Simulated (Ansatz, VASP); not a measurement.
# LiSc3: VASP beside Ansatz

Wanted: the spread between two codes on one cell, functional and k mesh. The cell is generated by rule, not measured, and may not be a known phase. The cell is taken from a series of runs on this material, whose earlier steps may have relaxed, scaled, displaced or heated it; both programs get it as it stands.

Program: Ansatz 0.2.0. Level of theory: plane waves, with VASP 6.6.1 beside it; zone-centre phonons at PBEsol. Results are calculated unless marked as measured.

The structure was built from a prototype and need not be the compound's stable phase.

## Step 1: Set-up

The structure is cubic, space group Pm-3m (No. 221). The conventional cell has a = 4.476 Å, b = 4.476 Å, c = 4.476 Å, α = 90.00°, β = 90.00°, γ = 90.00°. Li has 12 Sc at 3.16 Å nearest. Nearest to Sc lie 8 Sc at 3.16 Å and 4 Li at 3.16 Å. Farther neighbours are not listed.

## Step 2: VASP: zone-centre phonons, PBEsol

Second derivatives magnify differences that forces hide, and they need a tight electronic threshold.

Lines of VASP's logs that name or quote its potential files are left out, and so is its time.

INCAR

```
SYSTEM = LiSc3
PREC = Accurate
ENCUT = 750
EDIFF = 1E-08
NELM = 120
ISMEAR = 1
SIGMA = 0.2
LREAL = .FALSE.
ALGO = Normal
GGA = PS
NBANDS = 24
LASPH = .TRUE.
LORBIT = 11
LWAVE = .FALSE.
LCHARG = .FALSE.
ISIF = 2
IBRION = 8
GGA_COMPAT = .FALSE.
KPAR = 2
```

POSCAR

```
LiSc3
1.0
    4.4755295906      0.0000000000      0.0000000000
    0.0000000000      4.4755295906      0.0000000000
    0.0000000000      0.0000000000      4.4755295906
Li Sc
1 3
Direct
    0.0000000000      0.0000000000      0.0000000000
    0.5000000000      0.5000000000      0.0000000000
    0.5000000000      0.0000000000      0.5000000000
    0.0000000000      0.5000000000      0.5000000000
```

KPOINTS

```
Automatic mesh
0
Gamma
12 12 12
0 0 0
```

The projector-augmented-wave data sets are Li_sv and Sc_sv (PBE family, release 64).

The run is started by

```
mpirun -np 2 vasp_std
```

Numbers of over 12 decimals in the logs are rounded to 6 here.

The log of the run:

```text
[banner, memory and clock lines left out]
running    2 mpi-ranks, on    1 nodes
 distrk:  each k-point on    1 cores,    2 groups
 distr:  one band on    1 cores,    1 groups

 POSCAR found type information on POSCAR LiSc
 POSCAR found :  2 types and       4 ions
|                                                                             |
|               ----> ADVICE to this user running VASP <----                  |
|                                                                             |
|     You enforced a specific xc type in the INCAR file but a different       |
|     [... a line on the potential file left out ...]
|     I HOPE YOU KNOW WHAT YOU ARE DOING!                                     |
|                                                                             |

 LDA part: xc-table for (Slater+PW92), standard interpolation
 POSCAR, INCAR and KPOINTS ok, starting setup
 FFT: planning ... GRIDC
 FFT: planning ... GRID_SOFT
 FFT: planning ... GRID
 WAVECAR not read
 entering main loop
       N       E                     dE             d eps       ncg     rms          rms(c)
DAV:   1     0.750905884108E+03    0.75091E+03   -0.19221E+04  4032   0.204E+03
DAV:   2     0.262484352095E+02   -0.72466E+03   -0.71561E+03  5368   0.682E+02
DAV:   3    -0.214786497517E+02   -0.47727E+02   -0.47122E+02  6592   0.246E+02
DAV:   4    -0.241038675363E+02   -0.26252E+01   -0.25785E+01  8016   0.473E+01
DAV:   5    -0.242274129495E+02   -0.12355E+00   -0.12343E+00  6592   0.862E+00    0.993E+00
DAV:   6    -0.210314060429E+02    0.31960E+01   -0.10680E+01  6024   0.276E+01    0.232E+00
DAV:   7    -0.208866843007E+02    0.14472E+00   -0.69418E-01  7064   0.678E+00    0.102E+00
DAV:   8    -0.208605733773E+02    0.26111E-01   -0.80303E-02  6384   0.203E+00    0.371E-01
DAV:   9    -0.208584688486E+02    0.21045E-02   -0.37962E-02  6864   0.144E+00    0.241E-01
DAV:  10    -0.208569851206E+02    0.14837E-02   -0.96106E-03  6032   0.878E-01    0.355E-02
DAV:  11    -0.208570067884E+02   -0.21668E-04   -0.30222E-04  7552   0.173E-01    0.170E-02
DAV:  12    -0.208570056129E+02    0.11755E-05   -0.13568E-05  6456   0.316E-02    0.491E-03
DAV:  13    -0.208570058392E+02   -0.22622E-06   -0.85694E-07  7224   0.743E-03    0.317E-03
DAV:  14    -0.208570054244E+02    0.41480E-06   -0.18850E-07  7672   0.413E-03    0.238E-04
DAV:  15    -0.208570054517E+02   -0.27309E-07   -0.21270E-08  5112   0.958E-04    0.233E-04
DAV:  16    -0.208570054382E+02    0.13453E-07   -0.13626E-09  3912   0.438E-04    0.556E-05
DAV:  17    -0.208570054436E+02   -0.53878E-08   -0.10090E-09  3792   0.387E-04
   1 F= -.20857005E+02 E0= -.20852158E+02  d E =-.145438E-01
 Linear response reoptimize wavefunctions to high precision
DAV:   1    -0.208570054427E+02    0.85402E-09   -0.47623E-10  3816   0.269E-04
DAV:   2    -0.208570054428E+02   -0.65484E-10   -0.27012E-10  3728   0.209E-04
 Linear response DOF=           3
 Linear response progress:
  Degree of freedom:   1/  3
       N       E                     dE             d eps       ncg     rms          rms(c)
RMM:   1    -0.176990799781E+00   -0.17699E+00    0.69004E+00 11474   0.153E+01
RMM:   2    -0.185914278757E+00   -0.89235E-02   -0.33510E-02 18237   0.738E-01    0.478E-02
RMM:   3    -0.186034785775E+00   -0.12051E-03   -0.19600E-03 17273   0.216E-01    0.151E-02
RMM:   4    -0.186082827618E+00   -0.48042E-04   -0.60324E-04 20522   0.806E-02    0.660E-03
RMM:   5    -0.186123217353E+00   -0.40390E-04   -0.22901E-04 19827   0.614E-02    0.248E-03
RMM:   6    -0.186133553758E+00   -0.10336E-04   -0.16094E-04 20835   0.314E-02    0.136E-03
RMM:   7    -0.186147821654E+00   -0.14268E-04   -0.13072E-04 21206   0.247E-02    0.697E-04
RMM:   8    -0.186158814842E+00   -0.10993E-04   -0.11480E-04 22738   0.183E-02    0.481E-04
RMM:   9    -0.186171579520E+00   -0.12765E-04   -0.10552E-04 20213   0.166E-02    0.165E-04
RMM:  10    -0.186175611049E+00   -0.40315E-05   -0.98682E-05 23020   0.141E-02    0.607E-05
RMM:  11    -0.186177341104E+00   -0.17301E-05   -0.93853E-05 23127   0.129E-02    0.424E-05
RMM:  12    -0.186179165467E+00   -0.18244E-05   -0.89477E-05 22632   0.122E-02    0.294E-05
RMM:  13    -0.186180955870E+00   -0.17904E-05   -0.85268E-05 21521   0.117E-02    0.264E-05
RMM:  14    -0.186184072546E+00   -0.31167E-05   -0.81689E-05 21047   0.114E-02    0.206E-05
[...]
RMM:  27    -0.186195710011E+00   -0.93358E-06   -0.41689E-05 21792   0.796E-03    0.533E-04
RMM:  28    -0.186196697196E+00   -0.98719E-06   -0.39072E-05 21803   0.770E-03    0.576E-04
RMM:  29    -0.186197601659E+00   -0.90446E-06   -0.37267E-05 20806   0.743E-03    0.623E-04
RMM:  30    -0.186198369510E+00   -0.76785E-06   -0.34274E-05 20835   0.717E-03    0.670E-04
RMM:  31    -0.186199184624E+00   -0.81511E-06   -0.32051E-05 19797   0.688E-03    0.718E-04
RMM:  32    -0.186200057002E+00   -0.87238E-06   -0.29625E-05 20608   0.656E-03    0.769E-04
RMM:  33    -0.186200803362E+00   -0.74636E-06   -0.26777E-05 22020   0.621E-03    0.812E-04
RMM:  34    -0.186201482580E+00   -0.67922E-06   -0.24578E-05 21119   0.594E-03    0.838E-04
 first order change of Fermi-energy   0.71836E-04
 force on displaced ion       1 direction 1 :  -2.695   0.000   0.000
 Linear response progress:
  Degree of freedom:   2/  3
       N       E                     dE             d eps       ncg     rms          rms(c)
RMM:   1    -0.774351238865E+00   -0.77435E+00   -0.67028E+01 17204   0.183E+02
RMM:   2    -0.773091615998E+00    0.12596E-02   -0.17228E-01 27818   0.342E+00    0.114E-01
RMM:   3    -0.771358007501E+00    0.17336E-02   -0.11106E-02 31569   0.737E-01    0.374E-02
RMM:   4    -0.770735501704E+00    0.62251E-03   -0.11723E-03 34925   0.196E-01    0.181E-02
RMM:   5    -0.770477001582E+00    0.25850E-03   -0.20490E-04 38900   0.725E-02    0.971E-03
RMM:   6    -0.770440386129E+00    0.36615E-04   -0.49958E-05 36184   0.446E-02    0.281E-03
RMM:   7    -0.770443787752E+00   -0.34016E-05   -0.23497E-05 40037   0.193E-02    0.181E-03
RMM:   8    -0.770468100740E+00   -0.24313E-04   -0.11026E-05 40174   0.105E-02    0.682E-04
RMM:   9    -0.770484105369E+00   -0.16005E-04   -0.62183E-06 41274   0.625E-03    0.197E-04
RMM:  10    -0.770489952042E+00   -0.58467E-05   -0.37947E-06 41384   0.406E-03    0.106E-04
RMM:  11    -0.770492327411E+00   -0.23754E-05   -0.24970E-06 40618   0.293E-03    0.688E-05
RMM:  12    -0.770492245913E+00    0.81498E-07   -0.16869E-06 39425   0.229E-03    0.449E-05
RMM:  13    -0.770491152586E+00    0.10933E-05   -0.11708E-06 40575   0.180E-03    0.310E-05
RMM:  14    -0.770491059432E+00    0.93154E-07   -0.87987E-07 40602   0.150E-03    0.263E-05
[...]
RMM:  19    -0.770491055726E+00   -0.44804E-07   -0.31447E-07 40255   0.846E-04    0.109E-05
RMM:  20    -0.770491045501E+00    0.10224E-07   -0.24374E-07 40679   0.791E-04    0.779E-06
RMM:  21    -0.770491043804E+00    0.16969E-08   -0.19289E-07 41432   0.738E-04    0.141E-05
RMM:  22    -0.770491048506E+00   -0.47018E-08   -0.15728E-07 40817   0.697E-04    0.176E-05
RMM:  23    -0.770491066091E+00   -0.17585E-07   -0.13395E-07 40452   0.667E-04    0.237E-05
RMM:  24    -0.770491078133E+00   -0.12042E-07   -0.10772E-07 40670   0.640E-04    0.289E-05
RMM:  25    -0.770491071117E+00    0.70163E-08   -0.10534E-07 40791   0.616E-04    0.283E-05
RMM:  26    -0.770491074341E+00   -0.32249E-08   -0.73172E-08 41018   0.595E-04    0.323E-05
 first order change of Fermi-energy  -0.83841E-03
 force on displaced ion       2 direction 1 :  -3.374   0.000   0.000
 Linear response progress:
  Degree of freedom:   3/  3
       N       E                     dE             d eps       ncg     rms          rms(c)
RMM:   1    -0.773474924434E+00   -0.77347E+00   -0.67078E+01  9790   0.183E+02
RMM:   2    -0.772793312351E+00    0.68161E-03   -0.17863E-01 15554   0.339E+00    0.119E-01
RMM:   3    -0.770469989820E+00    0.23233E-02   -0.99278E-03 17670   0.703E-01    0.386E-02
RMM:   4    -0.769878383848E+00    0.59161E-03   -0.10194E-03 19223   0.202E-01    0.171E-02
RMM:   5    -0.769542570434E+00    0.33581E-03   -0.19973E-04 21385   0.700E-02    0.949E-03
RMM:   6    -0.769458786708E+00    0.83784E-04   -0.41730E-05 19702   0.399E-02    0.348E-03
RMM:   7    -0.769442122425E+00    0.16664E-04   -0.17477E-05 21582   0.153E-02    0.204E-03
RMM:   8    -0.769444077092E+00   -0.19547E-05   -0.89000E-06 21552   0.816E-03    0.415E-04
RMM:   9    -0.769457249124E+00   -0.13172E-04   -0.47482E-06 21899   0.445E-03    0.217E-04
RMM:  10    -0.769464809428E+00   -0.75603E-05   -0.29006E-06 20933   0.326E-03    0.890E-05
RMM:  11    -0.769467739506E+00   -0.29301E-05   -0.16870E-06 22251   0.216E-03    0.535E-05
RMM:  12    -0.769466581802E+00    0.11577E-05   -0.12029E-06 22659   0.161E-03    0.350E-05
RMM:  13    -0.769467128873E+00   -0.54707E-06   -0.61455E-07 21829   0.132E-03    0.252E-05
RMM:  14    -0.769466183374E+00    0.94550E-06   -0.52119E-07 21947   0.112E-03    0.918E-06
RMM:  15    -0.769466272126E+00   -0.88753E-07   -0.24841E-07 23124   0.933E-04    0.139E-05
RMM:  16    -0.769466218660E+00    0.53467E-07   -0.20367E-07 20945   0.887E-04    0.121E-05
RMM:  17    -0.769466152062E+00    0.66598E-07   -0.11026E-07 22031   0.766E-04    0.111E-05
RMM:  18    -0.769466157439E+00   -0.53772E-08   -0.99026E-08 23126   0.684E-04    0.132E-05
 first order change of Fermi-energy  -0.21445E-04
 force on displaced ion       2 direction 3 :   0.000   0.000  -6.426
 Linear response finished
```

Parts of OUTCAR (step 2):

```text
ion  position               nearest neighbor table
   1  0.000  0.000  0.000-
   2  0.500  0.500  0.000-   3 3.16   4 3.16   3 3.16   4 3.16   3 3.16   3 3.16   4 3.16   4 3.16

  LATTYP: Found a simple cubic cell.
 ALAT       =     4.4755295906

 Subroutine GETGRP returns: Found 48 space group operations
 (whereof 48 operations were pure point group operations)

The static configuration has the point symmetry O_h .

 Found     84 irreducible k-points:

   k-points           NKPTS =     84   k-points in BZ     NKDIM =     84   number of bands    NBANDS=     24

   dimension x,y,z NGX =    40 NGY =   40 NGZ =   40
   dimension x,y,z NGXF=    80 NGYF=   80 NGZF=   80

   ENCUT  =  750.0 eV  55.12 Ry    7.42 a.u.   9.99  9.99  9.99*2*pi/ulx,y,z

   NELECT =      36.0000    total number of electrons

 k-points in reciprocal lattice and weights: Automatic mesh
   0.00000000  0.00000000  0.00000000       0.001
   0.08333333  0.00000000  0.00000000       0.003
   0.16666667  0.00000000  0.00000000       0.003
   0.25000000  0.00000000  0.00000000       0.003
   0.33333333  0.00000000  0.00000000       0.003
   0.41666667  0.00000000  0.00000000       0.003
   0.50000000  0.00000000  0.00000000       0.002
   0.08333333  0.08333333  0.00000000       0.007
   0.16666667  0.08333333  0.00000000       0.014
[...]
0.50000000  0.50000000  0.41666667       0.003
   0.50000000  0.50000000  0.50000000       0.001

 average (electrostatic) potential at core
       1 -60.5652       2 -47.5748       3 -47.5748       4 -47.5748

  Total        0.0049443      0.0049443      0.0049443      0.0000000      0.0000000     -0.0000000
  in kB        0.0883651      0.0883651      0.0883651      0.0000000      0.0000000     -0.0000000
  external PRESSURE =       0.0883651 kB  Pullay stress =       0.0000000 kB

  energy-cutoff  :      750.00
  volume of cell :       89.65
      direct lattice vectors                 reciprocal lattice vectors
     4.475529591  0.000000000  0.000000000     0.223437245  0.000000000  0.000000000
     0.000000000  4.475529591  0.000000000     0.000000000  0.223437245  0.000000000
     0.000000000  0.000000000  4.475529591     0.000000000  0.000000000  0.223437245

 POSITION                                       TOTAL-FORCE (eV/Angst)
 -----------------------------------------------------------------------------------
      0.00000      0.00000      0.00000         0.000000      0.000000      0.000000
      2.23776      2.23776      0.00000         0.000000      0.000000      0.000000
      2.23776      0.00000      2.23776         0.000000      0.000000      0.000000
      0.00000      2.23776      2.23776         0.000000      0.000000      0.000000
 -----------------------------------------------------------------------------------
    total drift:                               -0.000000     -0.000000     -0.000000

 Eigenvectors and eigenvalues of the dynamical matrix
 ----------------------------------------------------

   1 f  =    9.930369 THz    62.394352 2PiTHz  331.241471 cm-1    41.068690 meV
             X         Y         Z           dx          dy          dz
      0.000000  0.000000  0.000000    -0.420210   -0.880627   -0.000000
      2.237765  2.237765  0.000000     0.060428    0.126638   -0.000000
      2.237765  0.000000  2.237765     0.060428    0.083414   -0.000000
      0.000000  2.237765  2.237765     0.039803    0.126638    0.000000

   2 f  =    9.930369 THz    62.394352 2PiTHz  331.241471 cm-1    41.068690 meV
             X         Y         Z           dx          dy          dz
      0.000000  0.000000  0.000000     0.880627   -0.420210   -0.000000
      2.237765  2.237765  0.000000    -0.126638    0.060428    0.000000
      2.237765  0.000000  2.237765    -0.126638    0.039803   -0.000000
      0.000000  2.237765  2.237765    -0.083414    0.060428   -0.000000

   3 f  =    9.930369 THz    62.394352 2PiTHz  331.241471 cm-1    41.068690 meV
             X         Y         Z           dx          dy          dz
      0.000000  0.000000  0.000000    -0.000000   -0.000000    0.975746
      2.237765  2.237765  0.000000    -0.000000    0.000000   -0.092424
      2.237765  0.000000  2.237765    -0.000000   -0.000000   -0.140317
      0.000000  2.237765  2.237765     0.000000    0.000000   -0.140317

   4 f  =    7.117223 THz    44.718831 2PiTHz  237.405008 cm-1    29.434456 meV
             X         Y         Z           dx          dy          dz
      0.000000  0.000000  0.000000     0.016498    0.033525   -0.008477
      2.237765  2.237765  0.000000     0.173710    0.352983    0.181513
      2.237765  0.000000  2.237765     0.173710   -0.717851   -0.089254
      0.000000  2.237765  2.237765    -0.353268    0.352983   -0.089254

   5 f  =    7.117223 THz    44.718831 2PiTHz  237.405008 cm-1    29.434456 meV
             X         Y         Z           dx          dy          dz
      0.000000  0.000000  0.000000     0.001480   -0.010069   -0.036938
      2.237765  2.237765  0.000000     0.015585   -0.106010    0.790931
      2.237765  0.000000  2.237765     0.015585    0.215589   -0.388918
      0.000000  2.237765  2.237765    -0.031694   -0.106010   -0.388918

   6 f  =    7.117223 THz    44.718831 2PiTHz  237.405008 cm-1    29.434456 meV
             X         Y         Z           dx          dy          dz
      0.000000  0.000000  0.000000     0.034549   -0.015578    0.005631
      2.237765  2.237765  0.000000     0.363758   -0.164022   -0.120566
      2.237765  0.000000  2.237765     0.363758    0.333567    0.059285
      0.000000  2.237765  2.237765    -0.739765   -0.164022    0.059285

   7 f  =    4.039763 THz    25.382577 2PiTHz  134.751974 cm-1    16.707108 meV
             X         Y         Z           dx          dy          dz
      0.000000  0.000000  0.000000     0.000000   -0.000000   -0.000000
      2.237765  2.237765  0.000000     0.120375    0.695001   -0.000000
      2.237765  0.000000  2.237765    -0.120375   -0.000000   -0.049835
      0.000000  2.237765  2.237765     0.000000   -0.695001    0.049835

   8 f  =    4.039763 THz    25.382577 2PiTHz  134.751974 cm-1    16.707108 meV
             X         Y         Z           dx          dy          dz
      0.000000  0.000000  0.000000     0.000000    0.000000   -0.000000
      2.237765  2.237765  0.000000    -0.007776   -0.049230   -0.000000
      2.237765  0.000000  2.237765     0.007776    0.000000   -0.705348
      0.000000  2.237765  2.237765     0.000000    0.049230    0.705348

   9 f  =    4.039763 THz    25.382577 2PiTHz  134.751974 cm-1    16.707108 meV
             X         Y         Z           dx          dy          dz
      0.000000  0.000000  0.000000     0.000000    0.000000   -0.000000
      2.237765  2.237765  0.000000    -0.696742    0.120623   -0.000000
      2.237765  0.000000  2.237765     0.696742   -0.000000   -0.000737
      0.000000  2.237765  2.237765     0.000000   -0.120623    0.000737

  10 f/i=    0.068730 THz     0.431842 2PiTHz    2.292578 cm-1     0.284243 meV
             X         Y         Z           dx          dy          dz
      0.000000  0.000000  0.000000     0.058554   -0.207411   -0.001947
      2.237765  2.237765  0.000000     0.153101   -0.542317   -0.005097
      2.237765  0.000000  2.237765     0.153101   -0.543024   -0.005091
      0.000000  2.237765  2.237765     0.153300   -0.542317   -0.005091

  11 f/i=    0.068730 THz     0.431842 2PiTHz    2.292578 cm-1     0.284243 meV
             X         Y         Z           dx          dy          dz
      0.000000  0.000000  0.000000     0.207392    0.058577   -0.002995
      2.237765  2.237765  0.000000     0.542267    0.153160   -0.007841
      2.237765  0.000000  2.237765     0.542267    0.153360   -0.007831
      0.000000  2.237765  2.237765     0.542975    0.153160   -0.007831

  12 f/i=    0.068730 THz     0.431842 2PiTHz    2.292578 cm-1     0.284243 meV
             X         Y         Z           dx          dy          dz
      0.000000  0.000000  0.000000     0.003411   -0.001060    0.215497
      2.237765  2.237765  0.000000     0.008920   -0.002771    0.564194
      2.237765  0.000000  2.237765     0.008920   -0.002775    0.563459
      0.000000  2.237765  2.237765     0.008931   -0.002771    0.563459

 ELASTIC MODULI CONTR FROM IONIC RELAXATION (kBar)
 Direction    XX          YY          ZZ          XY          YZ          ZX
 --------------------------------------------------------------------------------
 XX           0.0000      0.0000      0.0000      0.0000      0.0000      0.0000
 YY           0.0000      0.0000      0.0000      0.0000      0.0000      0.0000
 ZZ           0.0000      0.0000      0.0000      0.0000      0.0000      0.0000
 XY           0.0000      0.0000      0.0000      0.0000      0.0000      0.0000
 YZ           0.0000      0.0000      0.0000      0.0000      0.0000      0.0000
 ZX           0.0000      0.0000      0.0000      0.0000      0.0000      0.0000
 --------------------------------------------------------------------------------
```

(Continued in part 2 of 2.)

[Lines on the potential files, build, host, timing and source positions are cut from VASP's logs without a mark.]

[Logs are printed without paths, hosts, clocks, repeated set-up lines and the standing remarks that a program may print on its own settings, such as how far it seeks lower states.]

[Hosts, paths, dates, database ids (printed as entryN), source tags and the programs' standing remarks are cut or masked in the printed files.]
